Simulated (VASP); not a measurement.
# LiV (Fm-3m) in VASP: notebook

The runs below take LiV through single point, relaxation of cell and atoms, with PBE+U.

Everything below comes from runs of VASP 6.6.1. Logs are shortened: lines on timing, memory, paths and dates and some standing lists are left out, and cuts for length are marked.

**1. Starting point**

The structure is cubic, space group Fm-3m (No. 225). Conventional cell: a = 4.900 Å, b = 4.900 Å, c = 4.900 Å, α = 90.00°, β = 90.00°, γ = 90.00°. Around Li (site symmetry m-3m) lie 6 V at 2.45 Å. V (site symmetry m-3m) has 6 Li at 2.45 Å as nearest neighbours.

The cell was built by a generator and needn't be a form met in nature.

**2. Single point, PBE+U, non-collinear spin, zero start, spin-orbit coupling**

The input, INCAR:

```
SYSTEM = LiV
ALGO = Normal
EDIFF = 1E-6
ENCUT = 520
GGA = PE
GGA_COMPAT = .FALSE.
ISIF = 2
ISMEAR = -1
LASPH = .TRUE.
LCHARG = .FALSE.
LDAU = .TRUE.
LDAUJ = 0 0
LDAUL = -1 2
LDAUPRINT = 1
LDAUTYPE = 2
LDAUU = 0 8
LMAXMIX = 4
LORBIT = 11
LORBMOM = .TRUE.
LREAL = .FALSE.
LSORBIT = .TRUE.
LWAVE = .FALSE.
MAGMOM = 0 0 0 0 0 0
NBANDS = 28
NELM = 150
PREC = Accurate
SIGMA = 0.0145
```

The input, KPOINTS:

```
k-points
0
G
  6 6 6
  0 0 0
```

The input, POSCAR:

```
LiV
1.0
    0.0000000000      2.4499896531      2.4499896531
    2.4499896531      0.0000000000      2.4499896531
    2.4499896531      2.4499896531      0.0000000000
Li V
1 1
Direct
    0.5000000000      0.5000000000      0.5000000000
    0.0000000000      0.0000000000      0.0000000000
```

Potentials or basis: VASP PAW PBE potentials, release 64 (Li_sv, V_sv).

The run is started by

```
> cat potpaw_PBE.64/Li_sv/POTCAR potpaw_PBE.64/V_sv/POTCAR > POTCAR
> mpirun -np 1 vasp_ncl > vasp.out
```

OUTCAR:

```text
SYSTEM = LiV
   EDIFF = 1E-6
   ENCUT = 520
   GGA = PE
   ISIF = 2
   ISMEAR = -1
   LASPH = .TRUE.
   LORBIT = 11
   LREAL = .FALSE.
   LSORBIT = .TRUE.
   NELM = 150
   PREC = Accurate

 ion  position               nearest neighbor table
   1  0.500  0.500  0.500-   2 2.45   2 2.45   2 2.45   2 2.45   2 2.45   2 2.45
   2  0.000  0.000  0.000-   1 2.45   1 2.45   1 2.45   1 2.45   1 2.45   1 2.45

  LATTYP: Found a face centered cubic cell.
 ALAT       =     4.8999793062

  Lattice vectors:

 A1 = (   0.0000000000,   2.4499896531,   2.4499896531)
 A2 = (   2.4499896531,   0.0000000000,   2.4499896531)
 A3 = (   2.4499896531,   2.4499896531,   0.0000000000)

Analysis of symmetry for initial positions (statically):
=====================================================================
 Subroutine PRICEL returns:
 Original cell was already a primitive cell.

 Routine SETGRP: Setting up the symmetry group for a
 face centered cubic supercell.

 Subroutine GETGRP returns: Found 48 space group operations
 (whereof 48 operations were pure point group operations)
 out of a pool of 48 trial point group operations.

The static configuration has the point symmetry O_h .

Analysis of symmetry for dynamics (positions and initial velocities):
=====================================================================
 Subroutine PRICEL returns:
 Original cell was already a primitive cell.

 Routine SETGRP: Setting up the symmetry group for a
 face centered cubic supercell.

 Subroutine GETGRP returns: Found 48 space group operations
 (whereof 48 operations were pure point group operations)
 out of a pool of 48 trial point group operations.

The dynamic configuration has the point symmetry O_h .

Analysis of structural, dynamic, and magnetic symmetry:
=====================================================================
 Subroutine PRICEL returns:
 Original cell was already a primitive cell.

 Routine SETGRP: Setting up the symmetry group for a
 face centered cubic supercell.

 Subroutine GETGRP returns: Found 48 space group operations
 (whereof 48 operations were pure point group operations)
 out of a pool of 48 trial point group operations.

The overall configuration has the point symmetry O_h .

 Subroutine INISYM returns: Found 48 space group operations
 (whereof 48 operations are pure point group operations),
 and found     1 'primitive' translations

----------------------------------------------------------------------------------------

                                     Primitive cell

  volume of cell :      29.4119

  direct lattice vectors                    reciprocal lattice vectors
     0.000000000  2.449989653  2.449989653    -0.204082495  0.204082495  0.204082495
     2.449989653  0.000000000  2.449989653     0.204082495 -0.204082495  0.204082495
     2.449989653  2.449989653  0.000000000     0.204082495  0.204082495 -0.204082495

  length of vectors
     3.464808595  3.464808595  3.464808595     0.353481249  0.353481249  0.353481249

  position of ions in fractional coordinates (direct lattice)
     0.500000000  0.500000000  0.500000000
     0.000000000  0.000000000  0.000000000

  ion indices of the primitive-cell ions
   primitive index   ion index
                 1           1
                 2           2

----------------------------------------------------------------------------------------

 KPOINTS: k-points

Automatic generation of k-mesh.
 Grid dimensions read from file:
 generate k-points for:    6    6    6

 Generating k-lattice:

  Cartesian coordinates                     Fractional coordinates (reciprocal lattice)
[... 129 lines left out ...]
  0.0000  0.1332  0.0000  0.0000 -0.0000      0.0000  0.0000  0.0000 -0.0536 -0.0000
 -0.0000  0.0000  0.5880  0.0000 -0.0000      0.0000 -0.0000  0.0000 -0.0000  0.0000
 -0.0000  0.0000  0.0000  0.1332  0.0000      0.0000  0.0536  0.0000  0.0000 -0.0000
 -0.0000 -0.0000 -0.0000  0.0000  0.5880      0.2539  0.0000 -0.0000  0.0000  0.0000

 occupancies and eigenvectors

  o =  0.0173  v =  0.0486  0.0592  0.0008 -0.6605 -0.0000 -0.1458  0.0200 -0.3255 -0.0011  0.3176      0.0000  0.1844  0.0341  0.2050 -0.0324 -0.4760 -0.0011  0.1018 -0.0686 -0.0973
  o =  0.0173  v = -0.4987  0.0044 -0.0021 -0.0656  0.0000 -0.0149 -0.1925 -0.0325  0.0027  0.0313      0.0000  0.0187 -0.3405  0.0194  0.3328 -0.0469  0.0027  0.0092  0.6912 -0.0100
  o =  0.0173  v =  0.2677  0.4245 -0.0016  0.1045 -0.0000  0.3171 -0.3616  0.1969  0.0021  0.2016      0.0000 -0.4066 -0.1755  0.1074 -0.1786 -0.3021  0.0021  0.2049  0.0939  0.2116
  o =  0.0173  v =  0.4374 -0.2613 -0.0015 -0.0654 -0.0000 -0.1949 -0.5881 -0.1214  0.0020 -0.1230      0.0000  0.2496 -0.2846 -0.0664 -0.2919  0.1843  0.0020 -0.1263  0.1507 -0.1300
  o =  0.0260  v = -0.1964 -0.5304  0.0000 -0.1157  0.0000  0.5304 -0.1964  0.0000  0.0000 -0.0000      0.0000 -0.1157 -0.0000  0.5304  0.0000  0.1157 -0.0000 -0.0000 -0.1964  0.0000
  o =  0.0260  v =  0.5429 -0.1919 -0.0000 -0.0419 -0.0000  0.1919  0.5429  0.0000 -0.0000  0.0000      0.0000 -0.0419  0.0000  0.1919 -0.0000  0.0419  0.0000 -0.0000  0.5429  0.0000
  o =  0.7574  v = -0.0122  0.0104  0.0009 -0.3386 -0.0000 -0.0108  0.0032  0.4422  0.0003 -0.7566      0.0000  0.0021  0.0076  0.0212 -0.0273 -0.3366  0.0003 -0.0411  0.0090  0.0243
  o =  0.7574  v = -0.3351  0.0021  0.0215  0.0109 -0.0000  0.0015 -0.0057 -0.0151  0.0083  0.0230      0.0000 -0.0007  0.4498  0.0006 -0.7533  0.0102  0.0083 -0.0035  0.3409 -0.0033
  o =  0.7574  v =  0.1892 -0.0262  0.0304  0.0590  0.0000 -0.0107 -0.3685 -0.2403  0.0117 -0.1508      0.0000 -0.1261  0.7109 -0.0155  0.4252 -0.0671  0.0117  0.0542  0.1793  0.0240
  o =  0.7574  v = -0.0660 -0.0875 -0.0221  0.1760 -0.0000 -0.0360  0.1285 -0.6931 -0.0085 -0.4094      0.0000 -0.3581 -0.2479 -0.0515 -0.1485 -0.1821 -0.0085  0.1805 -0.0625  0.0809

 number of electron      15.9999996 magnetization       0.0000000     -0.0000000      0.0000000

 Free energy of the ion-electron system (eV)
  ---------------------------------------------------
  ext. energy  EPLUGINS =         0.00000000
  ---------------------------------------------------
  free energy    TOTEN  =        -2.33333213 eV

  energy without entropy =       -2.33275699  energy(sigma->0) =       -2.33304456

 E-fermi :   4.9813     XC(G=0): -10.1978

 val. band max:        4.9285778224   @ k =  -0.3333   0.5000   0.1667
 cond. band min:       5.0080190881   @ k =   0.5000   0.0000   0.0000
 fundamental gap:      0.0794412657
 Fermi energy:         4.9812913669

 k-point     1 :       0.0000    0.0000    0.0000
  band No.  band energies     occupation
      1     -57.7903      1.00000
      2     -57.7903      1.00000
      3     -40.0641      1.00000
      4     -40.0641      1.00000
      5     -32.2191      1.00000
      6     -32.2191      1.00000
[... 485 lines left out ...]
     27      12.2004      0.00000
     28      12.2004      0.00000

------------------------ aborting loop because EDIFF is reached ----------------------------------------

  FORCE on cell =-STRESS in cart. coord.  units (eV):
  Direction    XX          YY          ZZ          XY          YZ          ZX
  --------------------------------------------------------------------------------------
  -------------------------------------------------------------------------------------
  Total        2.6236909      2.6236909      2.6236909     -0.0000000     -0.0000000      0.0000000
  in kB      142.9224648    142.9224648    142.9224648     -0.0000000     -0.0000000      0.0000000
  external PRESSURE =     142.9224648 kB  Pullay stress =       0.0000000 kB

 VOLUME and BASIS-vectors are now :
 -----------------------------------------------------------------------------
  energy-cutoff  :      520.00
  volume of cell :       29.41
      direct lattice vectors                 reciprocal lattice vectors
     0.000000000  2.449989653  2.449989653    -0.204082495  0.204082495  0.204082495
     2.449989653  0.000000000  2.449989653     0.204082495 -0.204082495  0.204082495
     2.449989653  2.449989653  0.000000000     0.204082495  0.204082495 -0.204082495

 POSITION                                       TOTAL-FORCE (eV/Angst)
 -----------------------------------------------------------------------------------
      2.44999      2.44999      2.44999         0.000000      0.000000      0.000000
      0.00000      0.00000      0.00000         0.000000      0.000000     -0.000000
 -----------------------------------------------------------------------------------
    total drift:                                0.000000      0.000000      0.000000

  FREE ENERGIE OF THE ION-ELECTRON SYSTEM (eV)
  ---------------------------------------------------
  free  energy   TOTEN  =        -2.3333321339 eV

  energy  without entropy=       -2.3327569919  energy(sigma->0) =       -2.33304456

 orbital moment (x)

 # of ion     p       d       tot
 ----------------------------------------
  1         0.000   0.000   0.000
  2        -0.000   0.000   0.000
 ----------------------------------------
            0.000   0.000   0.000

 orbital moment (y)

 # of ion     p       d       tot
 ----------------------------------------
  1         0.000   0.000   0.000
  2        -0.000  -0.000  -0.000
 ----------------------------------------
            0.000  -0.000  -0.000

 orbital moment (z)

 # of ion     p       d       tot
 ----------------------------------------
  1         0.000   0.000   0.000
  2         0.000   0.000   0.000
 ----------------------------------------
            0.000   0.000   0.000

 Spin-Orbit-Coupling matrix elements

 Ion:    1  E_soc:      0.0000324
 l=   1
     0.0000000     0.0000054     0.0000054
     0.0000054     0.0000000     0.0000054
     0.0000054     0.0000054     0.0000000
 l=   2
     0.0000000     0.0000000     0.0000000     0.0000000     0.0000000
     0.0000000     0.0000000     0.0000000     0.0000000     0.0000000
     0.0000000     0.0000000     0.0000000     0.0000000     0.0000000
     0.0000000     0.0000000     0.0000000     0.0000000     0.0000000
     0.0000000     0.0000000     0.0000000     0.0000000     0.0000000
 l=   3
     0.0000000     0.0000000     0.0000000     0.0000000     0.0000000     0.0000000     0.0000000
     0.0000000     0.0000000     0.0000000     0.0000000     0.0000000     0.0000000     0.0000000
     0.0000000     0.0000000     0.0000000     0.0000000     0.0000000     0.0000000     0.0000000
     0.0000000     0.0000000     0.0000000     0.0000000     0.0000000     0.0000000     0.0000000
     0.0000000     0.0000000     0.0000000     0.0000000     0.0000000     0.0000000     0.0000000
     0.0000000     0.0000000     0.0000000     0.0000000     0.0000000     0.0000000     0.0000000
     0.0000000     0.0000000     0.0000000     0.0000000     0.0000000     0.0000000     0.0000000

 Ion:    2  E_soc:     -0.1085658
 l=   1
     0.0000000    -0.0031851    -0.0031851
    -0.0031851     0.0000000    -0.0031851
    -0.0031851    -0.0031851     0.0000000
 l=   2
     0.0000000    -0.0014466     0.0000000    -0.0014466    -0.0134626
    -0.0014466     0.0000000    -0.0100970    -0.0014466    -0.0033657
     0.0000000    -0.0100970     0.0000000    -0.0100970     0.0000000
    -0.0014466    -0.0014466    -0.0100970     0.0000000    -0.0033657
    -0.0134626    -0.0033657     0.0000000    -0.0033657     0.0000000
 l=   3
     0.0000000     0.0000000     0.0000000     0.0000000     0.0000000     0.0000000     0.0000000
     0.0000000     0.0000000     0.0000000     0.0000000     0.0000000     0.0000000     0.0000000
     0.0000000     0.0000000     0.0000000     0.0000000     0.0000000     0.0000000     0.0000000
     0.0000000     0.0000000     0.0000000     0.0000000     0.0000000     0.0000000     0.0000000
     0.0000000     0.0000000     0.0000000     0.0000000     0.0000000     0.0000000     0.0000000
     0.0000000     0.0000000     0.0000000     0.0000000     0.0000000     0.0000000     0.0000000
     0.0000000     0.0000000     0.0000000     0.0000000     0.0000000     0.0000000     0.0000000

 total charge

# of ion       s       p       d       tot
------------------------------------------
    1        2.066   0.130   0.000   2.196
    2        2.273   6.088   3.130  11.491
--------------------------------------------------
tot          4.339   6.218   3.130  13.687

 magnetization (x)

# of ion       s       p       d       tot
------------------------------------------
    1       -0.000  -0.000   0.000  -0.000
    2        0.000   0.000   0.000   0.000
--------------------------------------------------
tot          0.000  -0.000   0.000   0.000

 magnetization (y)

# of ion       s       p       d       tot
------------------------------------------
    1       -0.000   0.000   0.000  -0.000
    2       -0.000   0.000   0.000   0.000
--------------------------------------------------
tot         -0.000   0.000   0.000   0.000

 magnetization (z)

# of ion       s       p       d       tot
------------------------------------------
    1       -0.000   0.000   0.000  -0.000
    2       -0.000   0.000  -0.000  -0.000
--------------------------------------------------
tot         -0.000   0.000  -0.000  -0.000
```

Wall time 2.9 min (1 thread of Intel Xeon Platinum 8259CL at 2.50GHz (Skylake/Cascade Lake), shared host); peak memory 0.26 GiB.

Results:

| Quantity | Value |
| --- | --- |
| Free energy | -2.3333 eV |
| Net moment | 0.00 μB per cell |
| Valence electrons inside the program's atomic spheres | Li 2.20; V 11.49 |

Moments on the atoms (μB; x, y, z):
```
Li  0.00 0.00 0.00
V   0.00 0.00 0.00
```

Caveat: the k mesh is coarse (spacing up to 0.37 Å⁻¹), so the values aren't converged; the cutoff is under 1.25 times the usual one of these potentials, so pressure, stress and relaxed cells hold a basis-set (Pulay) error; the U is typed as a test and isn't derived for this compound. The state reached can hang on the start; a lower one may exist.

**3. Relaxation of cell and atoms, PBE+U, non-collinear spin, zero start, spin-orbit coupling**

This run uses another cell than the first one, of 13.57 Å³/atom, 0.923 times its volume.

The input, INCAR:

```
ALGO = Fast
EDIFF = 1E-7
EDIFFG = -0.01
ENCUT = 600
GGA = PE
GGA_COMPAT = False
IBRION = 2
ISIF = 3
ISMEAR = -1
LASPH = True
LCHARG = False
LDAU = True
LDAUJ = 0 0
LDAUL = -1 2
LDAUPRINT = 1
LDAUTYPE = 2
LDAUU = 0 8
LMAXMIX = 4
LNONCOLLINEAR = True
LORBIT = 11
LORBMOM = True
LREAL = False
LSORBIT = True
LWAVE = False
MAGMOM = 0 0 0 0 0 0
NELM = 150
NSW = 60
PREC = Accurate
SIGMA = 0.0145
```

The input, KPOINTS:

```
k-points
0
Gamma
  6 6 6
```

The input, POSCAR:

```
LiV
1.0
    0.0000000000      2.3853890000      2.3853890000
    2.3853890000      0.0000000000      2.3853890000
    2.3853890000      2.3853890000      0.0000000000
Li V
1 1
Direct
    0.5000000000      0.5000000000      0.5000000000
    0.0000000000      0.0000000000      0.0000000000
```

Potentials or basis: VASP PAW PBE potentials, release 64 (Li_sv, V_sv).

The run is started by

```
> cat potpaw_PBE.64/Li_sv/POTCAR potpaw_PBE.64/V_sv/POTCAR > POTCAR
> mpirun -np 1 vasp_ncl > vasp.out
```

Run time: 51 min. Hardware: 1 thread of Intel Xeon Platinum 8259CL at 2.50GHz (Skylake/Cascade Lake), shared host; peak memory 0.26 GiB.

It converged, with:

- Free energy: -2.7432 eV
- Relaxed volume: 20.31 Å³/atom
- Relaxed cell: a = 3.859 Å, b = 3.859 Å, c = 3.859 Å, α = 60.00°, β = 60.00°, γ = 60.00°
- Space group after relaxing (to 0.05 Å): Fm-3m (No. 225)
- Energy gained by relaxing: 327.8 meV/atom
- Ionic steps: 9
- Pressure after relaxing: 0.0 GPa
- Net moment: 0.00 μB per cell
- Valence electrons inside the program's atomic spheres: Li 2.12; V 11.46

The path:
| step | energy change (eV) | largest force (eV/Å) | pressure (GPa) | volume (Å³) |
| --- | --- | --- | --- | --- |
| 1 | 0.0000 | 0.0000 | 20.71 | 27.15 |
| 2 | -0.3401 | 0.0000 | 6.56 | 34.64 |
| 3 | -0.1687 | 0.0000 | 1.85 | 40.44 |
| 4 | -0.5390 | 0.0000 | -1.89 | 43.51 |
| 5 | -0.6493 | 0.0000 | -0.99 | 41.88 |
| 6 | -0.6538 | 0.0000 | -0.62 | 41.37 |
| 7 | -0.6553 | 0.0000 | -0.25 | 40.90 |
| 8 | -0.6556 | 0.0000 | -0.11 | 40.68 |
| 9 | -0.6556 | 0.0000 | -0.04 | 40.62 |

Final structure:
```cif
data_structure
_symmetry_space_group_name_H-M 'P 1'
_symmetry_Int_Tables_number 1
_cell_length_a 3.8585
_cell_length_b 3.8585
_cell_length_c 3.8585
_cell_angle_alpha 60.000
_cell_angle_beta 60.000
_cell_angle_gamma 60.000
_cell_volume 40.62
loop_
_atom_site_label
_atom_site_type_symbol
_atom_site_fract_x
_atom_site_fract_y
_atom_site_fract_z
_atom_site_occupancy
Li1 Li 0.50000 0.50000 0.50000 1
V1 V 0.00000 0.00000 0.00000 1
```

Moments on the atoms (μB; x, y, z):
```
Li  0.00 0.00 0.00
V   0.00 0.00 0.00
```

Caveat: the k mesh is coarse (spacing up to 0.38 Å⁻¹), so the values aren't converged; the cutoff is under 1.25 times the usual one of these potentials, so pressure, stress and relaxed cells hold a basis-set (Pulay) error; the electronic state changed during the relaxation; the volume moved by over 15 % at a fixed basis, so the end points are rough; the U is typed as a test and isn't derived for this compound. The state reached can hang on the start; a lower one may exist.
